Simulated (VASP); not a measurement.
These are vdW-DF2, VASP's PBE PAW potentials (set 64) (plane waves; VASP) values and carry that method's errors.

VASP input:

**INCAR**
```
SYSTEM = Li
PREC = Accurate
ENCUT = 520
EDIFF = 1E-7
NELM = 100
ALGO = Normal
LREAL = .FALSE.
LASPH = .TRUE.
ISMEAR = 1
SIGMA = 0.1
GGA = ML
ZAB_VDW = -1.8867
LUSE_VDW = .TRUE.
AGGAC = 0.0
LWAVE = .FALSE.
LCHARG = .FALSE.
ISIF = 2
```

KPOINTS:
```
Automatic mesh
0
Gamma
15 15 15
0 0 0
```

POSCAR:
```
Li
2.904450
 -0.5773501891   0.5773501891   0.5773501891
  0.5773501891  -0.5773501891   0.5773501891
  0.5773501891   0.5773501891  -0.5773501891
Li
1
direct
  0.0000000000   0.0000000000   0.0000000000
```

POTCAR, in this order: Li_sv (PBE.64 set). Program: vasp_std.

Problem. Estimate the energy per atom (σ→0), band gap (on the k-mesh).

Solution. 
```yaml
energy per atom (σ→0): -1.034 eV/atom
band gap (on the k-mesh): none (metal, semimetal or under 0.01 eV)
```

File OSZICAR:
```
...
DAV:   6    -0.103242523991E+01   -0.35707E-03   -0.40215E-04  1645   0.222E-01    0.137E-01
DAV:   7    -0.103361168421E+01   -0.11864E-02   -0.93780E-04  1475   0.360E-01    0.851E-03
DAV:   8    -0.103363598871E+01   -0.24304E-04   -0.51114E-05  1365   0.622E-02    0.443E-03
DAV:   9    -0.103363851106E+01   -0.25224E-05   -0.42393E-06  1700   0.161E-02    0.122E-03
DAV:  10    -0.103363839801E+01    0.11305E-06   -0.14646E-07  1335   0.478E-03    0.502E-04
DAV:  11    -0.103363826366E+01    0.13435E-06   -0.74239E-08  1320   0.310E-03    0.473E-05
DAV:  12    -0.103363824884E+01    0.14818E-07   -0.12978E-09   615   0.525E-04
   1 F= -.10336382E+01 E0= -.10336105E+01  d E =-.832034E-04
```

The compound is Li in the bcc structure. This cell is one point of a volume scan, at 0.97 of the reference volume.
